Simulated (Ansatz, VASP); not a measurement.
# One calculation of Tl3S, two programs

File INCAR:

```
  PREC = Accurate
  ENCUT = 520
  EDIFF = 1E-7
  ISMEAR = -1
  SIGMA = 0.05
  LREAL = False
  LASPH = True
  NELM = 100
  ALGO = Normal
  ISIF = 2
  LWAVE = False
  LCHARG = False
  GGA = PE
  NBANDS = 30
```

File KPOINTS:

```
regular mesh
0
Gamma
  8 8 8
```

POSCAR

```
Tl3S
1.0
   -2.3665397915      2.3665397915      5.1768602773
    2.3665397915     -2.3665397915      5.1768602773
    2.3665397915      2.3665397915     -5.1768602773
Tl S
3 1
Direct
    0.5000000000      0.5000000000      0.0000000000
    0.2500000000      0.7500000000      0.5000000000
    0.7500000000      0.2500000000      0.5000000000
    0.0000000000      0.0000000000      0.0000000000
```

File input.yaml:

```yaml
crystal:
  lattice:
    - [-2.3665397915, 2.3665397915, 5.1768602773]
    - [2.3665397915, -2.3665397915, 5.1768602773]
    - [2.3665397915, 2.3665397915, -5.1768602773]
  atoms:
    - { symbol: Tl, position: [0.5, 0.5, 0.0] }
    - { symbol: Tl, position: [0.25, 0.75, 0.5] }
    - { symbol: Tl, position: [0.75, 0.25, 0.5] }
    - { symbol: S, position: [0.0, 0.0, 0.0] }
hamiltonian:
  xc: pbe
  pseudopotentials: { kind: paw }
kpoints:
  mp_grid: { grid: [8, 8, 8] }
scf:
  occupations: { method: fermi_dirac, width: 0.05 }
output:
  forces: true
  stress: true
  eigenvalues: true
  write_density: true
  write_potential: true
  elf: true
  volumetric_format: npy
```

Change from the starting cell: volume scaled by 1.02.

Alike in both runs: task single point; functional PBE; k mesh 8 × 8 × 8; occupations fermi-dirac, width 0.05 eV; no spin polarisation.

|  | VASP | Ansatz |
| --- | --- | --- |
| version | VASP 6.6.1 | Ansatz 0.2.0 |
| potentials or method | VASP PAW PBE potentials, release 64 (Tl_d, S) | Ansatz PAW |
| plane-wave cutoff (eV) | 520 | 420 |
| valence electrons in the cell | 45 | 45 |

VASP gave:

- gap on the k mesh at the Fermi level (eV): none
- pressure (GPa): -0.6

What did Ansatz give for the same quantities?

gap on the k mesh at the Fermi level (eV): none; pressure (GPa): -0.5.

A gap of «none» marks a metal or a gap that the smearing closes.

Spin-orbit coupling is left out, which matters for the levels of Tl.
